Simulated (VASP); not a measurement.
# ScSi2 (P6/mmm) in VASP: single point with PBE

Aim: the single point of ScSi2 with PBE.

Program: VASP 6.6.1. These are calculated values, not measurements. Logs are shortened: lines on timing, memory, paths and dates and some standing lists are left out, and cuts for length are marked.

## Step 1: The crystal as given

The structure is hexagonal, space group P6/mmm (No. 191). Conventional cell: a = 3.660 Å, b = 3.660 Å, c = 3.870 Å, α = 90.00°, β = 90.00°, γ = 120.00°. Sc (site symmetry 6/mmm) has 12 Si at 2.87 Å as nearest neighbours. Si (site symmetry -6m2) is surrounded by 3 Si at 2.11 Å.

## Step 2: Single point, PBE

INCAR

```
SYSTEM = ScSi2
ALGO = Fast
EDIFF = 1E-6
ENCUT = 520
GGA = PE
ISIF = 2
ISMEAR = -1
LASPH = .TRUE.
LCHARG = .FALSE.
LREAL = .FALSE.
LWAVE = .FALSE.
NBANDS = 16
NELM = 100
PREC = Accurate
SIGMA = 0.05
```

KPOINTS

```
k-points
0
G
  13 13 11
  0 0 0
```

POSCAR

```
ScSi2
1.0
    3.6599987106      0.0000000000      0.0000000000
   -1.8299993553      3.1696518612      0.0000000000
    0.0000000000      0.0000000000      3.8700000000
Sc Si
1 2
Direct
    0.0000000000      0.0000000000      0.0000000000
    0.3333333333      0.6666666667      0.5000000000
    0.6666666667      0.3333333333      0.5000000000
```

Potentials or basis: VASP PAW PBE potentials, release 64 (Sc_sv, Si).

Command:

```console
$ cat potpaw_PBE.64/Sc_sv/POTCAR potpaw_PBE.64/Si/POTCAR > POTCAR
$ mpirun -np 1 vasp_std > vasp.out
```

OUTCAR:

```text
SYSTEM = ScSi2
   EDIFF = 1E-6
   ENCUT = 520
   GGA = PE
   ISIF = 2
   ISMEAR = -1
   LASPH = .TRUE.
   LREAL = .FALSE.
   NELM = 100
   PREC = Accurate

 ion  position               nearest neighbor table
   1  0.000  0.000  0.000-   2 2.87   3 2.87   2 2.87   3 2.87   3 2.87   3 2.87   2 2.87   2 2.87
                             3 2.87   3 2.87   2 2.87   2 2.87
   2  0.333  0.667  0.500-   3 2.11   3 2.11   3 2.11   1 2.87   1 2.87   1 2.87   1 2.87   1 2.87
                             1 2.87
   3  0.667  0.333  0.500-   2 2.11   2 2.11   2 2.11   1 2.87   1 2.87   1 2.87   1 2.87   1 2.87
                             1 2.87

  LATTYP: Found a hexagonal cell.
 ALAT       =     3.6599987106
 C/A-ratio  =     1.0573774217

  Lattice vectors:

 A1 = (   3.6599987106,   0.0000000000,   0.0000000000)
 A2 = (  -1.8299993553,   3.1696518612,   0.0000000000)
 A3 = (   0.0000000000,   0.0000000000,   3.8700000000)

Analysis of symmetry for initial positions (statically):
=====================================================================
 Subroutine PRICEL returns:
 Original cell was already a primitive cell.

 Routine SETGRP: Setting up the symmetry group for a
 hexagonal supercell.

 Subroutine GETGRP returns: Found 24 space group operations
 (whereof 24 operations were pure point group operations)
 out of a pool of 24 trial point group operations.

The static configuration has the point symmetry D_6h.

Analysis of symmetry for dynamics (positions and initial velocities):
=====================================================================
 Subroutine PRICEL returns:
 Original cell was already a primitive cell.

 Routine SETGRP: Setting up the symmetry group for a
 hexagonal supercell.

 Subroutine GETGRP returns: Found 24 space group operations
 (whereof 24 operations were pure point group operations)
 out of a pool of 24 trial point group operations.

The dynamic configuration has the point symmetry D_6h.

 Subroutine INISYM returns: Found 24 space group operations
 (whereof 24 operations are pure point group operations),
 and found     1 'primitive' translations

----------------------------------------------------------------------------------------

                                     Primitive cell

  volume of cell :      44.8956

  direct lattice vectors                    reciprocal lattice vectors
     3.659998711  0.000000000  0.000000000     0.273224140  0.157746031  0.000000000
    -1.829999355  3.169651861  0.000000000     0.000000000  0.315492062  0.000000000
     0.000000000  0.000000000  3.870000000     0.000000000  0.000000000  0.258397933

  length of vectors
     3.659998711  3.659998711  3.870000000     0.315492062  0.315492062  0.258397933

  position of ions in fractional coordinates (direct lattice)
     0.000000000  0.000000000  0.000000000
     0.333333333  0.666666667  0.500000000
     0.666666667  0.333333333  0.500000000

  ion indices of the primitive-cell ions
   primitive index   ion index
                 1           1
                 2           2
                 3           3

----------------------------------------------------------------------------------------

 KPOINTS: k-points

Automatic generation of k-mesh.
 Grid dimensions read from file:
 generate k-points for:   13   13   11

 Generating k-lattice:

  Cartesian coordinates                     Fractional coordinates (reciprocal lattice)
     0.021017242  0.012134310  0.000000000     0.076923077  0.000000000  0.000000000
     0.000000000  0.024268620  0.000000000     0.000000000  0.076923077  0.000000000
     0.000000000  0.000000000  0.023490721     0.000000000  0.000000000  0.090909091

  Length of vectors
     0.024268620  0.024268620  0.023490721

  Shift w.r.t. Gamma in fractional coordinates (k-lattice)
     0.000000000  0.000000000  0.000000000

 Subroutine IBZKPT returns following result:
 ===========================================

 Found    126 irreducible k-points:

 Following reciprocal coordinates:
            Coordinates               Weight
  0.000000  0.000000  0.000000      1.000000
  0.076923  0.000000  0.000000      6.000000
  0.153846  0.000000  0.000000      6.000000
  0.230769  0.000000  0.000000      6.000000
  0.307692  0.000000  0.000000      6.000000
  0.384615 -0.000000  0.000000      6.000000
[... 16 lines left out ...]
  0.076923  0.000000  0.090909     12.000000
  0.153846  0.000000  0.090909     12.000000
 [... further k-points ...]
   k-points           NKPTS =    126   k-points in BZ     NKDIM =    126   number of bands    NBANDS=     16
   number of dos      NEDOS =    301   number of ions     NIONS =      3
   total plane-waves  NPLWV =  23520
   dimension x,y,z NGX =    28 NGY =   28 NGZ =   30
   dimension x,y,z NGXF=    56 NGYF=   56 NGZF=   60
   ions per type =               1   2
   NGX,Y,Z   is equivalent  to a cutoff of  12.72, 12.72, 12.89 a.u.
   NGXF,Y,Z  is equivalent  to a cutoff of  25.44, 25.44, 25.77 a.u.
 SYSTEM =  ScSi2
   PREC   = accura    normal or accurate (medium, high low for compatibility)
   ISTART =      0    job   : 0-new  1-cont  2-samecut
   ICHARG =      2    charge: 1-file 2-atom 10-const
   ISPIN  =      1    spin polarized calculation?
   LNONCOLLINEAR =      F non collinear calculations
   LSORBIT =      F    spin-orbit coupling
   LASPH  =      T    aspherical Exc in radial PAW
   ENCUT  =  520.0 eV  38.22 Ry    6.18 a.u.   6.81  6.81  7.20*2*pi/ulx,y,z
   NELM   =    100;   NELMIN=  2; NELMDL= -5     # of ELM steps
   EDIFF  = 0.1E-05   stopping-criterion for ELM
   LREAL  =      F    real-space projection
   EDIFFG = 0.1E-04   stopping-criterion for IOM
   NSW    =      0    number of steps for IOM
   IBRION =     -1    ionic relax: 0-MD 1-quasi-New 2-CG
   NFREE  =      0    steps in history (QN), initial steepest desc. (CG)
   ISIF   =      2    stress and relaxation
   ISYM   =      2    0-nonsym 1-usesym 2-fastsym
   POTIM  = 0.5000    time-step for ionic-motion
   TEBEG  =    0.0;   TEEND  =   0.0 temperature during run
   PSTRESS=    0.0 pullay stress
   NELECT =      19.0000    total number of electrons
   NUPDOWN=      -1.0000    fix difference up-down
   EMIN   =  10.00;   EMAX   =-10.00  energy-range for DOS
   EFERMI =   0.00;   METHOD = LEGACY
   ISMEAR =    -1;   SIGMA  =   0.05  broadening in eV -4-tet -1-fermi 0-gaus
   EFERMI_NEDOS =   21; number of points for ismear=-14 and -15
   IALGO  =     68    algorithm
   IMIX   =      4    mixing-type and parameters
     AMIX     =   0.40;   BMIX     =  1.00
     AMIX_MAG =   1.60;   BMIX_MAG =  1.00
  volume/ion in A,a.u.               =      14.97       100.99
  Fermi-wavevector in a.u.,A,eV,Ry     =   1.229112  2.322685 20.554551  1.510717
  Thomas-Fermi vector in A             =   2.364012
   LORBIT       =      0    0 simple, 1 ext, 2 COOP (PROOUT), +10 PAW based schemes
   GGA     = PE    functional components
   LHFCALC =     F    Hartree Fock is set to
   AEXX    =    0.0000 exact exchange contribution
   IVDW    =     0    specifies the selected vdW correction
   LEPSILON=     F    determine dielectric tensor
   LRPA    =     F    only Hartree local field effects (RPA)
 non-spin polarized calculation
 RMM-DIIS sequential band-by-band and
  energy-cutoff  :      520.00
  volume of cell :       44.90
 maximum number of plane-waves:      1224
 NGX is ok and might be reduce to    28
   NGX = 13   NGY = 13   NGZ = 15

 number of electron      19.0000001 magnetization

 Free energy of the ion-electron system (eV)
  ---------------------------------------------------
  ext. energy  EPLUGINS =         0.00000000
  ---------------------------------------------------
  free energy    TOTEN  =       -17.35287106 eV

  energy without entropy =      -17.33700194  energy(sigma->0) =      -17.34493650

 E-fermi :   9.2160     XC(G=0): -11.2379

 val. band max:        9.2133969117   @ k =   0.2308   0.0769   0.1818
 cond. band min:       9.2283298557   @ k =   0.3846   0.1538   0.1818
 fundamental gap:      0.0149329440
 Fermi energy:         9.2159504745

 k-point     1 :       0.0000    0.0000    0.0000
  band No.  band energies     occupation
      1     -40.3666      2.00000
      2     -19.0649      2.00000
      3     -19.0014      2.00000
      4     -19.0014      2.00000
      5      -4.6347      2.00000
      6       5.6630      2.00000
[... 8 lines left out ...]
     15      11.8837      0.00000
     16      11.9241      0.00000

 k-point     2 :       0.0769    0.0000    0.0000
  band No.  band energies     occupation
      1     -40.3660      2.00000
      2     -19.0637      2.00000
      3     -19.0088      2.00000
      4     -19.0031      2.00000
      5      -4.5482      2.00000
      6       5.2902      2.00000
[... 8 lines left out ...]
     15      11.9531      0.00000
     16      12.0907      0.00000

 k-point     3 :       0.1538    0.0000    0.0000
  band No.  band energies     occupation
      1     -40.3643      2.00000
      2     -19.0605      2.00000
      3     -19.0293      2.00000
      4     -19.0077      2.00000
      5      -4.2912      2.00000
      6       4.2276      2.00000
[... 8 lines left out ...]
     15      12.1357      0.00000
     16      12.6884      0.00000

 k-point     4 :       0.2308    0.0000    0.0000
  band No.  band energies     occupation
      1     -40.3619      2.00000
      2     -19.0579      2.00000
      3     -19.0558      2.00000
      4     -19.0143      2.00000
      5      -3.8704      2.00000
      6       2.9949      2.00000
[... 8 lines left out ...]
     15      13.5476      0.00000
     16      13.6222      0.00000
[... 324 lines left out ...]
 k-point    22 :       0.0000    0.0000    0.0909
  band No.  band energies     occupation
      1     -40.3664      2.00000
      2     -19.0708      2.00000
      3     -19.0010      2.00000
      4     -19.0010      2.00000
      5      -4.5757      2.00000
      6       5.0233      2.00000
[... 8 lines left out ...]
     15      11.6740      0.00000
     16      11.6740      0.00000

 k-point    23 :       0.0769    0.0000    0.0909
  band No.  band energies     occupation
      1     -40.3658      2.00000
      2     -19.0696      2.00000
      3     -19.0083      2.00000
      4     -19.0026      2.00000
      5      -4.4904      2.00000
      6       5.0616      2.00000
[... 8 lines left out ...]
     15      11.7322      0.00000
     16      11.9387      0.00000

 k-point    24 :       0.1538    0.0000    0.0909
  band No.  band energies     occupation
      1     -40.3641      2.00000
      2     -19.0662      2.00000
      3     -19.0286      2.00000
      4     -19.0073      2.00000
      5      -4.2368      2.00000
      6       4.2610      2.00000
[... 8 lines left out ...]
     15      12.2074      0.00000
     16      12.5591      0.00000

 [... further k-points ...]

------------------------ aborting loop because EDIFF is reached ----------------------------------------

  FORCE on cell =-STRESS in cart. coord.  units (eV):
  Direction    XX          YY          ZZ          XY          YZ          ZX
  --------------------------------------------------------------------------------------
  -------------------------------------------------------------------------------------
  Total       10.4919061     10.4919061      0.3279226      0.0000000      0.0000000      0.0000000
  in kB      374.4221347    374.4221347     11.7024942      0.0000000      0.0000000      0.0000000
  external PRESSURE =     253.5155879 kB  Pullay stress =       0.0000000 kB

 VOLUME and BASIS-vectors are now :
 -----------------------------------------------------------------------------
  energy-cutoff  :      520.00
  volume of cell :       44.90
      direct lattice vectors                 reciprocal lattice vectors
     3.659998711  0.000000000  0.000000000     0.273224140  0.157746031  0.000000000
    -1.829999355  3.169651861  0.000000000     0.000000000  0.315492062  0.000000000
     0.000000000  0.000000000  3.870000000     0.000000000  0.000000000  0.258397933

 POSITION                                       TOTAL-FORCE (eV/Angst)
 -----------------------------------------------------------------------------------
      0.00000      0.00000      0.00000         0.000000      0.000000      0.000000
     -0.00000      2.11310      1.93500         0.000000      0.000000      0.000000
      1.83000      1.05655      1.93500        -0.000000     -0.000000      0.000000
 -----------------------------------------------------------------------------------
    total drift:                               -0.000000      0.000000      0.000000

  FREE ENERGIE OF THE ION-ELECTRON SYSTEM (eV)
  ---------------------------------------------------
  free  energy   TOTEN  =       -17.3528710600 eV

  energy  without entropy=      -17.3370019376  energy(sigma->0) =      -17.34493650
```

Run time: 54 s. Hardware: 1 thread of Intel Xeon 6975P-C (Granite Rapids), shared host; peak memory 0.22 GiB.

What came out:

```
Free energy            : -17.3529 eV
Pressure               : 25.4 GPa
Band gap on the k mesh : none (metal or under the smearing width)
```

Levels at points of the mesh, in eV from the Fermi level:
| k point | band 7 | band 8 | band 9 | band 10 | band 11 | band 12 | band 13 | band 14 |
| --- | --- | --- | --- | --- | --- | --- | --- | --- |
| (0.00, 0.00, 0.00) | -3.45 | -3.45 | -2.07 | 1.10 | 1.10 | 1.20 | 1.65 | 1.65 |

Caveat: so large a pressure means that the cell lies far from this level's equilibrium, or that cutoff or potentials fall short.
